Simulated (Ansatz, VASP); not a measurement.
# TiTe2: VASP beside Ansatz, part 2 of 2

Aim: how closely do two programs agree when they are given the same cell, functional and k mesh? The cell is generated by rule, not measured, and may not be a known phase. The cell is taken from a series of runs on this material, whose earlier steps may have relaxed, scaled, displaced or heated it; both programs get it as it stands.

VASP 6.6.1 and Ansatz 0.2.0.

So far: Starting point; VASP: zone-centre phonons, PBEsol.

### 2. VASP: zone-centre phonons, PBEsol (continued)

Level of this step: PBEsol, no spin polarisation; plane waves and PAW (Ti_sv, Te); invented cell (VASP).

Numbers of over 12 decimals in the logs are rounded to 6 here.

Parts of OUTCAR (step 2):

```text
ion  position               nearest neighbor table
   1  0.000  0.000  0.000-   5 2.67   6 2.67   5 2.67   6 2.67   3 2.78   4 2.78
   2  0.500  0.500  0.500-   3 2.67   4 2.67   3 2.67   4 2.67   5 2.78   6 2.78
   3  0.293  0.293  0.000-   2 2.67   2 2.67   1 2.78
   4  0.707  0.707  0.000-   2 2.67   2 2.67   1 2.78
   5  0.793  0.207  0.500-   1 2.67   1 2.67   2 2.78
   6  0.207  0.793  0.500-   1 2.67   1 2.67   2 2.78

  LATTYP: Found a simple tetragonal cell.
 ALAT       =     6.6897527921
 C/A-ratio  =     0.5436311813

 Subroutine GETGRP returns: Found 16 space group operations
 (whereof  8 operations were pure point group operations)

The static configuration has the point symmetry D_2h.
 The point group associated with its full space group is D_4h.

 Found     50 irreducible k-points:

   k-points           NKPTS =     50   k-points in BZ     NKDIM =     50   number of bands    NBANDS=     30

   dimension x,y,z NGX =    50 NGY =   50 NGZ =   28
   dimension x,y,z NGXF=   100 NGYF=  100 NGZF=   56

   ENCUT  =  500.0 eV  36.75 Ry    6.06 a.u.  12.20 12.20  6.63*2*pi/ulx,y,z

   NELECT =      48.0000    total number of electrons

 k-points in reciprocal lattice and weights: Automatic mesh
   0.00000000  0.00000000  0.00000000       0.003
   0.16666667  0.00000000  0.00000000       0.014
   0.33333333  0.00000000  0.00000000       0.014
   0.50000000  0.00000000  0.00000000       0.007
   0.16666667  0.16666667  0.00000000       0.014
   0.33333333  0.16666667  0.00000000       0.028
   0.50000000  0.16666667  0.00000000       0.014
   0.33333333  0.33333333  0.00000000       0.014
   0.50000000  0.33333333  0.00000000       0.014
[...]
0.50000000  0.33333333  0.50000000       0.014
   0.50000000  0.50000000  0.50000000       0.003

 average (electrostatic) potential at core
       1 -74.5215       2 -74.5215       3 -87.5225       4 -87.5225       5 -87.5225
       6 -87.5225

[...]
3.34488      3.34488      1.81838        -0.000000      0.000000     -0.000000
      1.96318      1.96318      0.00000        -0.002963     -0.002963      0.000000
      4.72658      4.72658      0.00000         0.002963      0.002963     -0.000000
      5.30805      1.38170      1.81838        -0.002963      0.002963     -0.000000
      1.38170      5.30805      1.81838         0.002963     -0.002963      0.000000
 -----------------------------------------------------------------------------------
    total drift:                                0.000000     -0.000000     -0.000000

 Eigenvectors and eigenvalues of the dynamical matrix
 ----------------------------------------------------

   1 f  =    8.839507 THz    55.540259 2PiTHz  294.854206 cm-1    36.557246 meV
             X         Y         Z           dx          dy          dz
      0.000000  0.000000  0.000000     0.069283    0.187945   -0.000000
      3.344876  3.344876  1.818379    -0.640880   -0.664267    0.000000
      1.963176  1.963176  0.000000     0.163218    0.163841   -0.000000
      4.726577  4.726577  0.000000     0.163218    0.163841    0.000000
      5.308053  1.381700  1.818379     0.011443   -0.018293    0.000000
      1.381700  5.308053  1.818379     0.011443   -0.018293    0.000000

   2 f  =    8.839507 THz    55.540259 2PiTHz  294.854206 cm-1    36.557246 meV
             X         Y         Z           dx          dy          dz
      0.000000  0.000000  0.000000     0.664267   -0.640880    0.000000
      3.344876  3.344876  1.818379    -0.187945    0.069283   -0.000000
      1.963176  1.963176  0.000000     0.018293    0.011443   -0.000000
      4.726577  4.726577  0.000000     0.018293    0.011443    0.000000
      5.308053  1.381700  1.818379    -0.163841    0.163218   -0.000000
      1.381700  5.308053  1.818379    -0.163841    0.163218    0.000000

   3 f  =    6.005057 THz    37.730888 2PiTHz  200.307154 cm-1    24.834911 meV
             X         Y         Z           dx          dy          dz
      0.000000  0.000000  0.000000     0.009300   -0.030636    0.000000
      3.344876  3.344876  1.818379     0.639724   -0.640390   -0.000000
      1.963176  1.963176  0.000000     0.013547   -0.006492   -0.000000
      4.726577  4.726577  0.000000     0.013547   -0.006492   -0.000000
      5.308053  1.381700  1.818379    -0.211814    0.211480   -0.000000
      1.381700  5.308053  1.818379    -0.211814    0.211480   -0.000000

   4 f  =    6.005057 THz    37.730888 2PiTHz  200.307154 cm-1    24.834911 meV
             X         Y         Z           dx          dy          dz
      0.000000  0.000000  0.000000     0.640390    0.639724   -0.000000
      3.344876  3.344876  1.818379     0.030636    0.009300    0.000000
      1.963176  1.963176  0.000000    -0.211480   -0.211814    0.000000
      4.726577  4.726577  0.000000    -0.211480   -0.211814   -0.000000
      5.308053  1.381700  1.818379     0.006492    0.013547    0.000000
      1.381700  5.308053  1.818379     0.006492    0.013547    0.000000

   5 f  =    5.166224 THz    32.460341 2PiTHz  172.326676 cm-1    21.365775 meV
             X         Y         Z           dx          dy          dz
      0.000000  0.000000  0.000000     0.000000    0.000000    0.000000
      3.344876  3.344876  1.818379    -0.000000    0.000000   -0.000000
      1.963176  1.963176  0.000000     0.353553    0.353553    0.000000
      4.726577  4.726577  0.000000    -0.353553   -0.353553   -0.000000
      5.308053  1.381700  1.818379    -0.353553    0.353553   -0.000000
      1.381700  5.308053  1.818379     0.353553   -0.353553    0.000000

   6 f  =    4.567356 THz    28.697541 2PiTHz  152.350583 cm-1    18.889056 meV
             X         Y         Z           dx          dy          dz
      0.000000  0.000000  0.000000     0.000000    0.000000   -0.000000
      3.344876  3.344876  1.818379    -0.000000   -0.000000    0.000000
      1.963176  1.963176  0.000000     0.353553    0.353553   -0.000000
      4.726577  4.726577  0.000000    -0.353553   -0.353553   -0.000000
      5.308053  1.381700  1.818379     0.353553   -0.353553    0.000000
      1.381700  5.308053  1.818379    -0.353553    0.353553    0.000000

   7 f  =    4.421228 THz    27.779394 2PiTHz  147.476285 cm-1    18.284721 meV
             X         Y         Z           dx          dy          dz
      0.000000  0.000000  0.000000     0.000000   -0.000000   -0.694836
      3.344876  3.344876  1.818379     0.000000   -0.000000    0.694836
      1.963176  1.963176  0.000000    -0.000000   -0.000000   -0.092743
      4.726577  4.726577  0.000000     0.000000    0.000000   -0.092743
      5.308053  1.381700  1.818379    -0.000000    0.000000    0.092743
      1.381700  5.308053  1.818379     0.000000   -0.000000    0.092743

   8 f  =    4.275618 THz    26.864503 2PiTHz  142.619281 cm-1    17.682529 meV
             X         Y         Z           dx          dy          dz
      0.000000  0.000000  0.000000     0.000000   -0.000000    0.649550
      3.344876  3.344876  1.818379     0.000000   -0.000000    0.649550
      1.963176  1.963176  0.000000    -0.000000   -0.000000   -0.197592
      4.726577  4.726577  0.000000     0.000000    0.000000   -0.197592
      5.308053  1.381700  1.818379    -0.000000    0.000000   -0.197592
      1.381700  5.308053  1.818379     0.000000   -0.000000   -0.197592

   9 f  =    3.196804 THz    20.086113 2PiTHz  106.633907 cm-1    13.220913 meV
             X         Y         Z           dx          dy          dz
      0.000000  0.000000  0.000000     0.000000    0.000000   -0.000000
      3.344876  3.344876  1.818379     0.000000    0.000000    0.000000
      1.963176  1.963176  0.000000     0.000000    0.000000   -0.083439
      4.726577  4.726577  0.000000    -0.000000    0.000000    0.083439
      5.308053  1.381700  1.818379    -0.000000   -0.000000   -0.702167
      1.381700  5.308053  1.818379    -0.000000   -0.000000    0.702167

  10 f  =    3.196804 THz    20.086113 2PiTHz  106.633907 cm-1    13.220913 meV
             X         Y         Z           dx          dy          dz
      0.000000  0.000000  0.000000    -0.000000   -0.000000    0.000000
      3.344876  3.344876  1.818379    -0.000000   -0.000000    0.000000
      1.963176  1.963176  0.000000    -0.000000    0.000000    0.702167
      4.726577  4.726577  0.000000     0.000000   -0.000000   -0.702167
      5.308053  1.381700  1.818379     0.000000    0.000000   -0.083439
      1.381700  5.308053  1.818379    -0.000000    0.000000    0.083439

  11 f  =    2.539323 THz    15.955036 2PiTHz   84.702691 cm-1    10.501790 meV
             X         Y         Z           dx          dy          dz
      0.000000  0.000000  0.000000    -0.000000    0.000000   -0.000000
      3.344876  3.344876  1.818379    -0.000000    0.000000    0.000000
      1.963176  1.963176  0.000000     0.353553   -0.353553    0.000000
      4.726577  4.726577  0.000000    -0.353553    0.353553   -0.000000
      5.308053  1.381700  1.818379    -0.353553   -0.353553   -0.000000
      1.381700  5.308053  1.818379     0.353553    0.353553   -0.000000

  12 f  =    2.420293 THz    15.207149 2PiTHz   80.732282 cm-1    10.009523 meV
             X         Y         Z           dx          dy          dz
      0.000000  0.000000  0.000000     0.000000   -0.000000   -0.131158
      3.344876  3.344876  1.818379     0.000000   -0.000000    0.131158
      1.963176  1.963176  0.000000    -0.000000    0.000000    0.491323
      4.726577  4.726577  0.000000    -0.000000    0.000000    0.491323
      5.308053  1.381700  1.818379     0.000000   -0.000000   -0.491323
      1.381700  5.308053  1.818379     0.000000   -0.000000   -0.491323

  13 f  =    2.400988 THz    15.085853 2PiTHz   80.088343 cm-1     9.929685 meV
             X         Y         Z           dx          dy          dz
      0.000000  0.000000  0.000000    -0.109518    0.230786   -0.000000
      3.344876  3.344876  1.818379    -0.121197    0.236552    0.000000
      1.963176  1.963176  0.000000     0.442632   -0.265180    0.000000
      4.726577  4.726577  0.000000     0.442632   -0.265180    0.000000
      5.308053  1.381700  1.818379    -0.381712    0.141780   -0.000000
      1.381700  5.308053  1.818379    -0.381712    0.141780   -0.000000
    [... 43 further lines ...]
      5.308053  1.381700  1.818379    -0.399516    0.213084    0.000000
      1.381700  5.308053  1.818379    -0.399516    0.213084    0.000000

 ELASTIC MODULI CONTR FROM IONIC RELAXATION (kBar)
 Direction    XX          YY          ZZ          XY          YZ          ZX
 --------------------------------------------------------------------------------
 XX        -340.7854    269.7519    -87.4816     -0.0000     -0.0000     -0.0000
 YY         269.7519   -340.7854    -87.4816      0.0000      0.0000      0.0000
 ZZ         -87.4816    -87.4816   -215.4766     -0.0000     -0.0000     -0.0000
 XY          -0.0000      0.0000     -0.0000    -10.4043     -0.0000     -0.0000
 YZ          -0.0000      0.0000     -0.0000     -0.0000   -185.2748     -0.0000
 ZX          -0.0000      0.0000     -0.0000     -0.0000     -0.0000   -240.5290
 --------------------------------------------------------------------------------
```

This run has no spin polarisation, so a moment on Ti, if there is one, isn't seen.

### 3. Ansatz: zone-centre phonons, PBEsol

Ansatz runs on its default PAW (the set named soft_2) files.

The same cell, functional, mesh and smearing now go to Ansatz, which takes its cutoff from its data sets.

input.yaml

```yaml
crystal:
  lattice:
    - [6.6897527921, 0.0, 0.0]
    - [0.0, 6.6897527921, 0.0]
    - [0.0, 0.0, 3.6367582131]
  atoms:
    - { symbol: Ti, position: [0.0, 0.0, 0.0] }
    - { symbol: Ti, position: [0.5, 0.5, 0.5] }
    - { symbol: Te, position: [0.2934602054, 0.2934602054, 0.0] }
    - { symbol: Te, position: [0.7065397946, 0.7065397946, 0.0] }
    - { symbol: Te, position: [0.7934602054, 0.2065397946, 0.5] }
    - { symbol: Te, position: [0.2065397946, 0.7934602054, 0.5] }
kpoints:
  mp_grid: { grid: [6, 6, 8] }
hamiltonian:
  xc: pbesol
scf:
  occupations: { method: methfessel_paxton, width: 0.15 }
output:
  eigenvalues: true
phonons:
  method: dfpt
```

Command:

```sh
$ ansatz run input.yaml --threads 8 --pin off --max-ram 14336MiB --backend cpu --events-out ev --progress --plain --runs-dir out
```

What it wrote:

```text
zone centre: on kpoints.mp_grid the ground state, and the responses unless they are solved on pairs of k-points, stand on 100 of the mesh's 288 k-points, reduced under 2 symmetry operations, with k and −k counted as one. Each operation leaves every solved displacement unchanged or reverses it
Engine: ansatz 0.2.0, aarch64-unknown-linux-gnu
Pseudopotentials: kind: paw
Pseudopotential: Ti, paw, valence charge 12, recommended cutoff 420 eV (normal), Ti.paw.azcp
Pseudopotential: Te, paw, valence charge 16, recommended cutoff 420 eV (normal), Te.paw.azcp
Functional definition: PBEsol
  exchange = pbesol_x
  correlation = pbesol_c
Crystal: 6 atoms, lattice volume = 162.755 Å³
Basis set: ecut = 420 eV, 3141 PW (Γ), exchange–correlation on 96×96×60 points (8 copies of the dense FFT grid, shifted against one another)
Bands: 53, of which v1, the nominal top of the filled ones, is band 44 counted from 1 (43 counted from 0)
Symmetry: 16 space group operations
k-points: 100 of 288 (irreducible under 2 space group operations, time reversal used)
Non-local potential: Ti, projectors of the file, l = 0: 3, l = 1: 2, l = 2: 3, l = 3: 1
Non-local potential: Te, projectors of the file, l = 0: 2, l = 1: 2, l = 2: 2, l = 3: 2
PAW form: soft (Blöchl's): semilocal exchange-correlation on the pseudo side does not see the compensation charge
PAW frozen core: Ti, regenerated for the run's functional, and the local potential with it (the file was generated under x = pbe(κ = 0.804, μ = 0.219515), c = pbe(β = 0.066725))
PAW frozen core: Te, regenerated for the run's functional, and the local potential with it (the file was generated under x = pbe(κ = 0.804, μ = 0.219515), c = pbe(β = 0.066725))
PAW one-centre angular grid: Ti, 590 points (default); XC on 64 Gauss nodes
PAW one-centre angular grid: Te, 590 points (default); XC on 64 Gauss nodes
Initial density: superposition of atomic densities (neutral atoms: chi_scale 0, normalization atom), corrected by the library's trained network
Initial wavefunctions: pseudopotential atomic-orbital guess
Functional: x = pbesol(κ = 0.804, μ = 0.123457), c = pbesol(β = 0.046)
SCF iter   1: F=—  HF=-32557.406398 eV  |F-HF|=—  |Δ(HF+E_count)|=         —  Δρ=3.41e-3  dr2=2.39e-2  ethr=1.77e-3  ⟨swp⟩=7.6  Hψ=20427  notcnv=0
preconditioner: auto → LDOS  [metal: Δε(μ)=0.003 eV  Ē_g=6.304 eV  σ=0.150 eV  W_gap=0.02  n_scr=38 (ndim 8)  ℏωp=16.5 eV  f_vac=0.039  D(μ)=2.88/eV (n_scr^D=10)  β→1.0]
SCF iter   2: F=—  HF=-32557.399536 eV  |F-HF|=—  |Δ(HF+E_count)|=   6.86e-3  S|Δr|=    0.00e0  Δρ=1.99e-3  dr2=1.27e-2  ethr=2.72e-5  ⟨swp⟩=2.0  Hψ=11243  notcnv=0  defer=144
SCF iter   3: F=—  HF=-32557.395961 eV  |F-HF|=—  |Δ(HF+E_count)|=   3.58e-3  S|Δr|=    0.00e0  Δρ=6.57e-4  dr2=1.42e-3  ethr=1.45e-5  ⟨swp⟩=2.0  Hψ=9351  notcnv=0  defer=144
SCF iter   4: F=—  HF=-32557.395783 eV  |F-HF|=—  |Δ(HF+E_count)|=   1.77e-4  S|Δr|=    0.00e0  Δρ=1.85e-4  dr2=5.44e-5  ethr=1.62e-6  ⟨swp⟩=2.3  Hψ=6967  notcnv=0  defer=144
SCF iter   5: F=—  HF=-32557.395775 eV  |F-HF|=—  |Δ(HF+E_count)|=   8.72e-6  S|Δr|=    0.00e0  Δρ=4.25e-5  dr2=2.24e-6  ethr=6.18e-8  ⟨swp⟩=2.1  Hψ=9214  notcnv=0  defer=144
SCF iter   6: F=—  HF=-32557.395774 eV  |F-HF|=—  |Δ(HF+E_count)|=   1.01e-6  S|Δr|=    0.00e0  Δρ=9.61e-6  dr2=1.11e-7  ethr=2.55e-9  ⟨swp⟩=2.0  Hψ=9378  notcnv=0  defer=144
SCF iter   7: F=—  HF=-32557.395774 eV  |F-HF|=—  |Δ(HF+E_count)|=   5.73e-8  S|Δr|=    0.00e0  Δρ=3.38e-6  dr2=2.76e-8  ethr=1.27e-10  ⟨swp⟩=2.0  Hψ=9390  notcnv=0  defer=144
SCF iter   8: F=—  HF=-32557.395774 eV  |F-HF|=—  |Δ(HF+E_count)|=   5.22e-9  S|Δr|=    0.00e0  Δρ=6.89e-7  dr2=9.48e-10  ethr=3.14e-11  ⟨swp⟩=2.0  Hψ=8931  notcnv=0  defer=144
SCF iter   9: F=—  HF=-32557.395774 eV  |F-HF|=—  |Δ(HF+E_count)|=  1.09e-11  S|Δr|=    0.00e0  Δρ=1.23e-7  dr2=1.78e-11  ethr=1.08e-12  ⟨swp⟩=2.1  Hψ=7066  notcnv=0  defer=144
SCF iter  10: F=-32557.395774 eV  HF=-32557.395774 eV  |F-HF|=3.27e-11  |Δ(HF+E_count)|=  1.46e-11  S|Δr|=    0.00e0  Δρ=1.26e-8  dr2=1.98e-13  ethr=1.00e-12  ⟨swp⟩=11.5  Hψ=24340  notcnv=0
SCF 1 converged in 10 iterations: F = -32557.395774 eV  dr2 = 1.98e-13
  greatest PAW one-centre occupation: 0.999 electrons in one spin orbital (limit 2), on the Ti atom at site 1 (counted from 0), in its partial waves of l = 0
DFPT response loops at Γ: preconditioner auto → Kerker (q_TF=auto, 2.463 Å⁻¹) (partly filled bands, converged f_vac=0.037); β = 1.00, the filter's whole step (`scf.mixing.beta` (0.50) is not read by the response loops under this deck's `scf.mixing.preconditioner`; to damp them name `kerker` or `kerker_dos`, under which they read `scf.mixing.beta`, and type it under 1.00, their step now; both keys bind the ground state too); Broyden in place of MSR1
SCF converged after 10 iterations
Stability not checked: this state was not tested for a lower state beside it, because cold or Methfessel-Paxton smearing, or corrected tetrahedra, fill the levels in a way that the test cannot read (fill_not_monotonic; see scf.lower_state_search)
Free energy (F): -32557.395774 eV
Harris-Foulkes:  -32557.395774 eV  (|F-HF|=3.27e-11)
Internal energy: -32557.393738 eV  (E = F + TS)
E sigma→0 (E₀):  -32557.395265 eV
Entropy (-TS):   -0.002036 eV (-0.339 meV/atom)
Fermi energy:    9.992249 eV
--- Per-component energies (eV) ---
  E_band       = -1368.812028
  E_kinetic    = 1271.611675
  E_local      = -7121.645273  (includes V_loc(G=0)·N_el)
  E_nonlocal   = -1210.640786
  E_hartree    = 4109.872804
  E_xc         = -688.750286
  E_vxc        = -662.344495  (∫ρ·V_xc dr)
  E_paw        = -20386.181229  (= ΣΔE_a)
  E_vpaw       = -1865.538247  (= ΣTr[D̂ρ^β])
  E_aug_tail   = -0.000532  (compensation charges beyond the density's cutoff)
  E_ewald      = -8533.438142
  E_core_change = 1.778029  (= ΣΔE_core)
  E_smearing   = -0.002036  (= −TS)
  E_closure    = -0.000000  (closes the sum)
  Σ components = -32557.395774   (vs F -32557.395774, Δ=0.00e0)
--- Band table (eV; the first three rows and the last of 100) ---
  k-point 0: bands = [... 40 lower, 9.5431, 9.7199, 9.7450, 10.3157, 10.3157, 10.5934, 10.5934, 11.2681, ... 5 higher]
  k-point 1: bands = [... 40 lower, 9.3624, 9.7439, 9.7439, 9.8408, 10.1612, 10.8219, 11.0014, 11.0014, ... 5 higher]
  k-point 2: bands = [... 40 lower, 8.0053, 8.9072, 8.9072, 10.1084, 10.2365, 10.5680, 10.8459, 11.2943, ... 5 higher]
  k-point 99: bands = [... 40 lower, 8.8251, 8.8251, 9.1512, 9.1512, 10.6945, 10.6945, 10.7879, 10.7879, ... 5 higher]
--- Phonons (Γ-DFPT): 4 representative perturbations + reference, on 100 of 288 k-points (Σ response iterations 13) ---
  k mesh reduced under 2 symmetry operations, with k and −k counted as one. Each operation leaves every solved displacement unchanged or reverses it
  ASR residual: 5.650e-5 → 0.000e0 eV/Å²; symmetrization residual: 1.367e-5 eV/Å²
  ASR residual per site (eV/Å²): 2.60e-5 2.60e-5 5.65e-5 5.65e-5 5.65e-5 5.65e-5
  Γ frequencies (cm⁻¹): 0.00 0.00 0.00 20.46 78.54 78.54 80.11 84.61 106.56 106.56 141.14 143.00 152.24 172.17 198.58 198.58 292.93 292.93
  non-analytic LO–TO correction: not included (Born effective charges unavailable; polar crystals: no LO–TO splitting at Γ)
```

### 4. Comparison

Known differences besides the potentials themselves: the data sets hold 88 valence electrons in Ansatz (on its default PAW (the set named soft_2) files) and 48 in VASP; the cutoff is 420 eV in Ansatz and 500 eV in VASP; Ansatz makes its cores anew for this functional, VASP keeps those of its PBE data sets. Total energies have different zeros and are not compared.

Both answers:

```csv
quantity,Ansatz,VASP,difference
optical mode 1 (cm⁻¹),20.5,20.1,+0.4
optical mode 2 to 3 (cm⁻¹),78.5,80.1,-1.93 %
optical mode 4 (cm⁻¹),80.1,80.7,-0.77 %
optical mode 5 (cm⁻¹),84.6,84.7,-0.11 %
optical mode 6 to 7 (cm⁻¹),106.6,106.6,-0.07 %
optical mode 8 (cm⁻¹),141.1,142.6,-1.04 %
optical mode 9 (cm⁻¹),143.0,147.5,-3.04 %
optical mode 10 (cm⁻¹),152.2,152.4,-0.07 %
optical mode 11 (cm⁻¹),172.2,172.3,-0.09 %
optical mode 12 to 13 (cm⁻¹),198.6,200.3,-0.86 %
optical mode 14 to 15 (cm⁻¹),292.9,294.9,-0.65 %
```

Modes are paired by rising frequency, not by their patterns, so a pair may set unlike modes beside each other; they are those without the splitting of longitudinal modes.

### 5. Outcome

* r.m.s. difference of the optical zone-centre modes, each program's sorted by frequency (zone-centre phonons, PBEsol): 1.7 cm⁻¹
* difference in optical mode 9 (zone-centre phonons, PBEsol): -3.0 %

The r.m.s. difference of the optical zone-centre modes, each program's sorted by frequency is 1.7 cm⁻¹ (zone-centre phonons, PBEsol). The data sets hold unlike numbers of valence electrons (88 in Ansatz and 48 in VASP), so part of the differences comes from the potentials. Among the rows given in per cent, the largest difference of the zone-centre phonons, PBEsol pair is in optical mode 9, -3.0 %. How closely two codes agree says nothing of how well the functional describes the real material.

[Lines on the potential files, build, host, timing and source positions are cut from VASP's logs without a mark.]

[Logs are printed without paths, hosts, clocks, repeated set-up lines and the standing remarks that a program may print on its own settings, such as how far it seeks lower states.]

[Hosts, paths, dates, database ids (printed as entryN), source tags and the programs' standing remarks are cut or masked in the printed files.]
